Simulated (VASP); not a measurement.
All values below come from PBEsol GGA, VASP's PBE PAW potentials (set 64) (plane waves; VASP).

VASP input:

**INCAR**
```
SYSTEM = MgO
PREC = Accurate
ENCUT = 620
EDIFF = 1E-6
NELM = 100
ALGO = Normal
LREAL = .FALSE.
LASPH = .TRUE.
ISMEAR = 0
SIGMA = 0.05
GGA = PS
LWAVE = .FALSE.
LCHARG = .FALSE.
IBRION = 2
ISIF = 3
NSW = 40
EDIFFG = -0.02
PSTRESS = 50
```

**POSCAR**
```
MgO
1
    0.0000000000     2.1051808114     2.1051808114
    2.1051808114     0.0000000000     2.1051808114
    2.1051808114     2.1051808114     0.0000000000
Mg O
1 1
Direct
  0.0000000000   0.0000000000   0.0000000000
  0.5000000000   0.5000000000   0.5000000000
```

File KPOINTS:
```
Regular mesh
0
G
  11 11 11
0 0 0
```

POTCAR, in this order: Mg O (PBE.64 set). Program: vasp_std.

Output of the run:

File OSZICAR:
```
       N       E                     dE             d eps       ncg     rms          rms(c)
DAV:   1     0.182351251687E+02    0.18235E+02   -0.51969E+03  1008   0.102E+03
DAV:   2    -0.134011480090E+02   -0.31636E+02   -0.30919E+02  1040   0.156E+02
DAV:   3    -0.138994305868E+02   -0.49828E+00   -0.49828E+00  1120   0.226E+01
DAV:   4    -0.139001932629E+02   -0.76268E-03   -0.76268E-03  1224   0.842E-01
DAV:   5    -0.139001942740E+02   -0.10111E-05   -0.10111E-05  1192   0.222E-02    0.666E+00
DAV:   6    -0.125556056365E+02    0.13446E+01   -0.87408E+00   896   0.207E+01    0.224E+00
DAV:   7    -0.125295315842E+02    0.26074E-01   -0.41403E-02   936   0.261E+00    0.128E+00
DAV:   8    -0.125162300092E+02    0.13302E-01   -0.20852E-02   904   0.223E+00    0.148E-01
DAV:   9    -0.125161256377E+02    0.10437E-03   -0.39118E-04  1368   0.180E-01    0.703E-02
DAV:  10    -0.125161581606E+02   -0.32523E-04   -0.49551E-05   928   0.810E-02    0.380E-03
DAV:  11    -0.125161578442E+02    0.31638E-06   -0.13990E-06   936   0.862E-03
   1 F= -.11933843E+02 E0= -.11933843E+02  d E =-.119338E+02
       N       E                     dE             d eps       ncg     rms          rms(c)
DAV:   1    -0.126083685952E+02   -0.92210E-01   -0.24160E+00   896   0.163E+01    0.250E+00
DAV:   2    -0.124995523087E+02    0.10882E+00   -0.75487E-01   896   0.650E+00    0.258E-01
DAV:   3    -0.124986579044E+02    0.89440E-03   -0.58295E-03   984   0.100E+00    0.156E-01
DAV:   4    -0.124981287771E+02    0.52913E-03   -0.59503E-04   944   0.254E-01    0.332E-02
DAV:   5    -0.124981221124E+02    0.66647E-05   -0.68837E-05   960   0.668E-02    0.809E-03
DAV:   6    -0.124981239457E+02   -0.18333E-05   -0.60293E-07   576   0.798E-03    0.526E-04
DAV:   7    -0.124981239409E+02    0.48863E-08   -0.18447E-08   512   0.159E-03
   2 F= -.11941618E+02 E0= -.11941618E+02  d E =-.777506E-02
       N       E                     dE             d eps       ncg     rms          rms(c)
DAV:   1    -0.125185678396E+02   -0.20444E-01   -0.22910E-01   896   0.493E+00    0.772E-01
DAV:   2    -0.125081949131E+02    0.10373E-01   -0.72452E-02   896   0.202E+00    0.740E-02
DAV:   3    -0.125080998613E+02    0.95052E-04   -0.52027E-04   976   0.297E-01    0.454E-02
DAV:   4    -0.125080477337E+02    0.52128E-04   -0.53066E-05   928   0.779E-02    0.979E-03
DAV:   5    -0.125080466388E+02    0.10949E-05   -0.58576E-06   952   0.193E-02    0.244E-03
DAV:   6    -0.125080461539E+02    0.48489E-06   -0.65097E-08   488   0.246E-03
   3 F= -.11943662E+02 E0= -.11943662E+02  d E =-.981855E-02
```

**OUTCAR**
```
------------------------ aborting loop because EDIFF is reached ----------------------------------------
  FORCE on cell =-STRESS in cart. coord.  units (eV):
  Direction    XX          YY          ZZ          XY          YZ          ZX
  --------------------------------------------------------------------------------------
  Total        0.5646933      0.5646933      0.5646933      0.0000000      0.0000000      0.0000000
  in kB       50.0273755     50.0273755     50.0273755      0.0000000      0.0000000      0.0000000
  external PRESSURE =       0.0273755 kB  Pullay stress =      50.0000000 kB
  volume of cell :       18.08
      direct lattice vectors                 reciprocal lattice vectors
     0.000000000  2.083348056  2.083348056    -0.239998304  0.239998304  0.239998304
     2.083348056 -0.000000000  2.083348056     0.239998304 -0.239998304  0.239998304
     2.083348056  2.083348056 -0.000000000     0.239998304  0.239998304 -0.239998304
  FREE ENERGIE OF THE ION-ELECTRON SYSTEM (eV)
  ---------------------------------------------------
  free  energy   TOTEN  =       -12.5080461539 eV

  energy  without entropy=      -12.5080461539  energy(sigma->0) =      -12.50804615
  enthalpy is  TOTEN    =       -11.9436618686 eV   P V=        0.5643842853

 reached required accuracy - stopping structural energy minimisation
```
(Selected blocks of OUTCAR.)

### CONTCAR
```
MgO
   1.00000000000000
     0.0000000000000000    2.0833480560462583    2.0833480560462583
     2.0833480560462583   -0.0000000000000000    2.0833480560462583
     2.0833480560462583    2.0833480560462583   -0.0000000000000000
  Mg              O
     1     1
Direct
     0.0000000000000000    0.0000000000000000    0.0000000000000000
     0.5000000000000000    0.5000000000000000    0.5000000000000000
```

Energy and stress use the plane-wave basis of the starting cell.

The structure was generated: MgO was put into the rock salt type (Fm-3m), which need not be its known phase. This run relaxes it under an external pressure of 5 GPa. Symmetry was kept, so distortions that lower it aren't found.
